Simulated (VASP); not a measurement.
Sc:

```
Sc
1.0
     3.30900    0.00000    0.00000
    -1.65450    2.86568    0.00000
     0.00000    0.00000    5.27330
Sc
2
Cartesian
  0.0000 1.9105 1.3183
  1.6545 0.9552 3.9550
```

```yaml
Program: VASP 6.6.1
Task: relaxation of cell and atoms
Functional: PBE
Dispersion: D3(BJ)
Potentials_or_basis: VASP PAW PBE potentials, release 64 (Sc_sv)
Cutoff: 600 eV
k_mesh: 15 × 15 × 8
Occupations: methfessel-paxton, width 0.1 eV
Spin: no spin polarisation
```

At the start: pressure -3.2 GPa; volume 25.00 Å³/atom.

Task: Where does the relaxation end?

Result: Over 6 steps the energy falls by 18.9 meV/atom and the volume is 23.45 Å³/atom (-6.2 %); space group P6_3/mmc (No. 194, to 0.05 Å).

Step by step:
| step | energy change (eV) | largest force (eV/Å) | pressure (GPa) | volume (Å³) |
| --- | --- | --- | --- | --- |
| 1 | 0.0000 | 0.0000 | -3.22 | 50.00 |
| 2 | -0.0351 | 0.0000 | 0.65 | 46.45 |
| 3 | -0.0356 | 0.0000 | 0.17 | 46.83 |
| 4 | -0.0375 | 0.0000 | 0.09 | 46.88 |
| 5 | -0.0377 | 0.0000 | 0.07 | 46.90 |
| 6 | -0.0377 | 0.0000 | 0.04 | 46.90 |

Final structure:
```
Sc
1.0
     3.26894    0.00000    0.00000
    -1.63447    2.83098    0.00000
     0.00000    0.00000    5.06781
Sc
2
Direct
  0.33333 0.66667 0.25000
  0.66667 0.33333 0.75000
```

Caveat: pairwise dispersion overbinds metals, which lowers pressure and volume.
